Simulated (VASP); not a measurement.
Computed with PBE GGA, VASP's PBE PAW potentials (set 64) (plane waves; VASP).

VASP ran on this input.

INCAR:
```
ALGO = Normal
EDIFF = 1E-6
ENCUT = 400
GGA = PE
ISIF = 2
ISMEAR = 0
LASPH = .TRUE.
LCHARG = .FALSE.
LMAXMIX = 4
LREAL = .FALSE.
LWAVE = .FALSE.
NELECT = 52.5
NELM = 100
PREC = Accurate
SIGMA = 0.05
SYSTEM = Nb3Sn
```

### KPOINTS
```
Automatic mesh
0
Gamma
7 7 7
0 0 0
```

### POSCAR
```
Nb3Sn
1
    0.0000000000     3.5491460000     3.5491460000
    3.5491460000     0.0000000000     3.5491460000
    3.5491460000     3.5491460000     0.0000000000
Sn Nb
1 3
Direct
  0.0000000000   0.0000000000   0.0000000000
  0.5000000000   0.5000000000   0.5000000000
  0.2500000000   0.2500000000   0.2500000000
  0.7500000000   0.7500000000   0.7500000000
```

POTCAR, in this order: Sn_d Nb_sv (PBE.64 set). Program: vasp_std.

Output of the run:

OSZICAR:
```
       N       E                     dE             d eps       ncg     rms          rms(c)
DAV:   1     0.611923318084E+03    0.61192E+03   -0.24258E+04  1277   0.177E+03
DAV:   2     0.367686349364E+02   -0.57515E+03   -0.56770E+03  1282   0.627E+02
DAV:   3    -0.317458082900E+02   -0.68514E+02   -0.66871E+02  1820   0.185E+02
DAV:   4    -0.398222354980E+02   -0.80764E+01   -0.79845E+01  1848   0.518E+01
DAV:   5    -0.402485064337E+02   -0.42627E+00   -0.42446E+00  2314   0.112E+01    0.102E+01
DAV:   6    -0.382336580871E+02    0.20148E+01   -0.83263E+00  1704   0.173E+01    0.321E+00
DAV:   7    -0.381370644014E+02    0.96594E-01   -0.17085E+00  2072   0.775E+00    0.227E+00
DAV:   8    -0.380833273767E+02    0.53737E-01   -0.53279E-01  2001   0.460E+00    0.140E+00
DAV:   9    -0.380819131702E+02    0.14142E-02   -0.96440E-02  1832   0.217E+00    0.347E-01
DAV:  10    -0.380807343726E+02    0.11788E-02   -0.13219E-02  1792   0.969E-01    0.117E-01
DAV:  11    -0.380809911580E+02   -0.25679E-03   -0.13570E-03  2080   0.261E-01    0.407E-02
DAV:  12    -0.380809618950E+02    0.29263E-04   -0.34871E-04  2008   0.998E-02    0.140E-02
DAV:  13    -0.380809586064E+02    0.32886E-05   -0.38461E-05  1880   0.415E-02    0.409E-03
DAV:  14    -0.380809583610E+02    0.24536E-06   -0.42354E-06  1440   0.104E-02
   1 F= -.38080958E+02 E0= -.38078728E+02  d E =-.445974E-02
```

### OUTCAR
```
------------------------ aborting loop because EDIFF is reached ----------------------------------------
  FORCE on cell =-STRESS in cart. coord.  units (eV):
  Direction    XX          YY          ZZ          XY          YZ          ZX
  --------------------------------------------------------------------------------------
  Total      -16.9303813    -16.9303813    -16.9303813      0.0000000     -0.0000000     -0.0000000
  in kB     -303.3721642   -303.3721642   -303.3721642      0.0000000     -0.0000000     -0.0000000
  external PRESSURE =    -303.3721642 kB  Pullay stress =       0.0000000 kB
  volume of cell :       89.41
      direct lattice vectors                 reciprocal lattice vectors
     0.000000000  3.549146000  3.549146000    -0.140878961  0.140878961  0.140878961
     3.549146000  0.000000000  3.549146000     0.140878961 -0.140878961  0.140878961
     3.549146000  3.549146000  0.000000000     0.140878961  0.140878961 -0.140878961
 POSITION                                       TOTAL-FORCE (eV/Angst)
 -----------------------------------------------------------------------------------
      0.00000      0.00000      0.00000         0.000000     -0.000000      0.000000
      3.54915      3.54915      3.54915         0.000000     -0.000000      0.000000
      1.77457      1.77457      1.77457         0.000000      0.000000      0.000000
      5.32372      5.32372      5.32372        -0.000000     -0.000000     -0.000000
 -----------------------------------------------------------------------------------
    total drift:                                0.000000      0.000000      0.000000
  FREE ENERGIE OF THE ION-ELECTRON SYSTEM (eV)
  ---------------------------------------------------
  free  energy   TOTEN  =       -38.0809583610 eV

  energy  without entropy=      -38.0764986175  energy(sigma->0) =      -38.07872849
```
(Selected blocks of OUTCAR.)

The cell is charged, with a uniform compensating background.

The structure was generated: Nb3Sn was put into the D03 type (Fm-3m), which need not be its known phase. The cell was not relaxed at this level. The run is one of a series of settings (ISMEAR = 0, NELECT = 52.5, SIGMA = 0.05 against the base run), some of them coarse on purpose.
